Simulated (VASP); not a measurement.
Input of a VASP 6.6.1 run:

The input INCAR:

```
SYSTEM = BaBiB4
PREC = Accurate ; ENCUT = 600
EDIFF = 1E-6 ; ISMEAR = 0
SIGMA = 0.1 ; LREAL = .FALSE.
LASPH = .TRUE. ; NELM = 100
ALGO = Fast ; ISIF = 3
LWAVE = .FALSE. ; LCHARG = .FALSE.
GGA = PE ; IBRION = 2
NSW = 90 ; EDIFFG = -0.04
```

File KPOINTS:

```
regular mesh
0
G
  6 6 4
  0 0 0
```

Contents of POSCAR:

```
BaBiB4
1.0
    3.0695082000      0.0000000000      0.0000000000
   -1.5347541000      2.6582720800      0.0000000000
    0.0000000000      0.0000000000      7.1358779400
Ba B Bi
1 4 1
Direct
    0.0000000000      0.0000000000      0.5000000000
    0.3333333300      0.6666666700      0.7779863500
    0.6666666700      0.3333333300      0.7779863500
    0.3333333300      0.6666666700      0.2220136500
    0.6666666700      0.3333333300      0.2220136500
    0.0000000000      0.0000000000      0.0000000000
```

Potentials or basis: VASP PAW PBE potentials, release 64 (Ba_sv, B, Bi_d).

Command:

```bash
$ cat potpaw_PBE.64/Ba_sv/POTCAR potpaw_PBE.64/B/POTCAR potpaw_PBE.64/Bi_d/POTCAR > POTCAR
$ mpirun -np 1 vasp_std > vasp.out
```

Question: Predict the relaxed cell.

Answer: a = 3.297 Å, b = 3.297 Å, c = 9.232 Å, α = 90.00°, β = 90.00°, γ = 120.00°.

Question: Estimate the space group after relaxing (to 0.05 Å).

Answer: P6/mmm (No. 191).

Question: Estimate the band gap on the k mesh.

Answer: None (metal or under the smearing width).

Question: Predict the relaxed volume.

Answer: 14.48 Å³/atom.

Stress tensor (GPa, compression positive):
```
 0.10  0.00  0.00
 0.00  0.10  0.00
 0.00  0.00 -0.10
```

Caveat: the k mesh is coarse (spacing up to 0.39 Å⁻¹), so the values aren't converged; the volume moved by over 15 % at a fixed basis, so the end points are rough; spin-orbit coupling is left out, which moves the levels of the heavy elements.
